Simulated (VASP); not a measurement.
Output of a VASP run:

### OSZICAR
```
       N       E                     dE             d eps       ncg     rms          rms(c)
DAV:   1     0.597605209200E+03    0.59761E+03   -0.19741E+04  1680   0.267E+03
DAV:   2     0.105634639361E+03   -0.49197E+03   -0.47776E+03  2304   0.450E+02
DAV:   3    -0.791322304776E+02   -0.18477E+03   -0.18096E+03  2668   0.252E+02
DAV:   4    -0.122266178547E+03   -0.43134E+02   -0.42914E+02  3192   0.119E+02
DAV:   5    -0.124163778256E+03   -0.18976E+01   -0.18935E+01  2808   0.292E+01    0.138E+01
DAV:   6    -0.108503853203E+03    0.15660E+02   -0.26335E+01  2624   0.359E+01    0.517E+00
DAV:   7    -0.101459393378E+03    0.70445E+01   -0.32797E+00  2736   0.190E+01    0.313E+00
DAV:   8    -0.107790497082E+03   -0.63311E+01   -0.34975E+00  2384   0.159E+01    0.200E+00
DAV:   9    -0.103112769173E+03    0.46777E+01   -0.77047E-01  2624   0.879E+00    0.960E-01
DAV:  10    -0.102819530562E+03    0.29324E+00   -0.90730E-01  2080   0.848E+00    0.289E-01
DAV:  11    -0.102708804669E+03    0.11073E+00   -0.28325E-01  2668   0.526E+00    0.467E-01
DAV:  12    -0.102774432950E+03   -0.65628E-01   -0.67070E-02  2224   0.231E+00    0.191E-01
DAV:  13    -0.102775343362E+03   -0.91041E-03   -0.32548E-02  2904   0.156E+00    0.253E-01
DAV:  14    -0.102780687788E+03   -0.53444E-02   -0.83100E-03  2448   0.912E-01    0.704E-02
DAV:  15    -0.102782797847E+03   -0.21101E-02   -0.30976E-03  2656   0.556E-01    0.278E-02
DAV:  16    -0.102784498900E+03   -0.17011E-02   -0.14674E-02  2768   0.959E-01    0.102E-01
DAV:  17    -0.102783060317E+03    0.14386E-02   -0.11630E-02  2856   0.935E-01    0.418E-02
DAV:  18    -0.102783129104E+03   -0.68787E-04   -0.84586E-04  3328   0.194E-01    0.166E-02
DAV:  19    -0.102783251654E+03   -0.12255E-03   -0.79569E-05  3000   0.748E-02    0.129E-02
DAV:  20    -0.102783273311E+03   -0.21657E-04   -0.45018E-05  2376   0.674E-02    0.106E-02
DAV:  21    -0.102783299770E+03   -0.26459E-04   -0.12147E-05  2816   0.334E-02    0.924E-03
DAV:  22    -0.102783300384E+03   -0.61381E-06   -0.24324E-06  2952   0.136E-02    0.911E-03
DAV:  23    -0.102783300693E+03   -0.30958E-06   -0.29201E-07  1696   0.587E-03    0.931E-03
DAV:  24    -0.102783301385E+03   -0.69126E-06   -0.46656E-07  1808   0.784E-03    0.976E-03
DAV:  25    -0.102783301360E+03    0.24898E-07   -0.86169E-08  1200   0.614E-03
   1 F= -.10278330E+03 E0= -.10278330E+03  d E =0.000000E+00
       N       E                     dE             ncg
       N       E                     dE             ncg
```

**OUTCAR**
```
------------------------ aborting loop because EDIFF is reached ----------------------------------------
  FORCE on cell =-STRESS in cart. coord.  units (eV):
  Direction    XX          YY          ZZ          XY          YZ          ZX
  --------------------------------------------------------------------------------------
  Total       -0.0141965     -0.0141965     -0.0048408      0.0000000      0.0000000      0.0000000
  in kB       -0.2359195     -0.2359195     -0.0804451      0.0000000      0.0000000      0.0000000
  external PRESSURE =      -0.1840947 kB  Pullay stress =       0.0000000 kB
  volume of cell :       96.41
      direct lattice vectors                 reciprocal lattice vectors
     4.071233297  0.000000000  0.000000000     0.245625816  0.000000000  0.000000000
     0.000000000  4.071233297  0.000000000     0.000000000  0.245625816  0.000000000
     0.000000000  0.000000000  5.816688724     0.000000000  0.000000000  0.171919119
 POSITION                                       TOTAL-FORCE (eV/Angst)
 -----------------------------------------------------------------------------------
      2.03562      0.00000      4.16277         0.000000      0.000000     -0.004485
      0.00000      2.03562      1.65392        -0.000000      0.000000      0.004485
      0.00000      0.00000      2.90834        -0.000000     -0.000000      0.000000
      2.03562      2.03562      2.90834         0.000000      0.000000      0.000000
      2.03562      2.03562      0.00000        -0.000000      0.000000      0.000000
      0.00000      0.00000      0.00000        -0.000000     -0.000000      0.000000
 -----------------------------------------------------------------------------------
    total drift:                                0.000000      0.000000     -0.000000
  FREE ENERGIE OF THE ION-ELECTRON SYSTEM (eV)
  ---------------------------------------------------
  free  energy   TOTEN  =      -102.7833013598 eV

  energy  without entropy=     -102.7833013598  energy(sigma->0) =     -102.78330136

 total charge

# of ion       s       p       d       f       tot
--------------------------------------------------
    1        1.990   5.732   0.563   0.218   8.502
    2        1.990   5.732   0.563   0.218   8.502
    3        1.572   3.495   0.000   0.000   5.066
    4        1.572   3.495   0.000   0.000   5.066
    5        1.739   4.391   0.000   0.000   6.130
    6        1.739   4.391   0.000   0.000   6.130
--------------------------------------------------
tot         10.601  27.234   1.126   0.437  39.397

 Electric field gradients after diagonalization (V/A^2)
 (convention: |V_zz| > |V_xx| > |V_yy|)
----------------------------------------------------------------------
 ion       V_xx      V_yy      V_zz     asymmetry (V_yy - V_xx)/ V_zz
----------------------------------------------------------------------
   1     -16.505   -16.505    33.009       0.000
   2     -16.505   -16.505    33.009       0.000
   3      -0.888    -0.888     1.776       0.000
   4      -0.888    -0.888     1.776       0.000
   5       0.318     0.318    -0.635       0.000
   6       0.318     0.318    -0.635       0.000
```
(Selected blocks of OUTCAR.)

File POSCAR:
```
LaOF
1
    4.0712332973     0.0000000000     0.0000000000
    0.0000000000     4.0712332973     0.0000000000
    0.0000000000     0.0000000000     5.8166887240
La O F
2 2 2
Direct
  0.5000000000   0.0000000000   0.7156591296
  0.0000000000   0.5000000000   0.2843408704
  0.0000000000   0.0000000000   0.5000000000
  0.5000000000   0.5000000000   0.5000000000
  0.5000000000   0.5000000000   0.0000000000
  0.0000000000   0.0000000000   0.0000000000
```

**Question.** Write an INCAR and KPOINTS that could have produced this output.

**Answer.** This is not unique; one that fits is the input of the run itself, r2SCAN meta-GGA, plane waves, VASP's PBE PAW potentials (set 64).

KPOINTS_OPT:
```
k-points along high-symmetry lines
6
Line-mode
Reciprocal
  0.000000   0.000000   0.000000 ! GAMMA
  0.000000   0.500000   0.000000 ! X

  0.000000   0.500000   0.000000 ! X
  0.500000   0.500000   0.000000 ! M

  0.500000   0.500000   0.000000 ! M
  0.000000   0.000000   0.000000 ! GAMMA

  0.000000   0.000000   0.000000 ! GAMMA
  0.000000   0.000000   0.500000 ! Z

  0.000000   0.000000   0.500000 ! Z
  0.000000   0.500000   0.500000 ! R

  0.000000   0.500000   0.500000 ! R
  0.500000   0.500000   0.500000 ! A

  0.500000   0.500000   0.500000 ! A
  0.000000   0.000000   0.500000 ! Z

  0.000000   0.500000   0.000000 ! X
  0.000000   0.500000   0.500000 ! R

  0.500000   0.500000   0.000000 ! M
  0.500000   0.500000   0.500000 ! A
```

File KPOINTS:
```
kpoints
0
gamma
6 6 5
```

INCAR:
```
! general
SYSTEM  = LaOF
PREC    = Accurate
ENCUT   = 520
LREAL   = .FALSE.
LASPH   = .TRUE.

! electronic loop
EDIFF   = 1E-7
NELM    = 100
ALGO    = Normal
LMAXMIX = 6
LMIXTAU = .TRUE.

! smearing
ISMEAR  = -5

! functional
METAGGA = R2SCAN

! ions
ISIF    = 2

! output
LWAVE   = .FALSE.
LCHARG  = .FALSE.
LORBIT  = 11
NEDOS   = 601

! other
LEFG    = .TRUE.
```

POTCAR, in this order: La O F (PBE.64 set). Program: vasp_std.

The structure comes from a computed database's LaOF entry (P4/nmm); how it stands against other phases isn't given here. It was relaxed first.
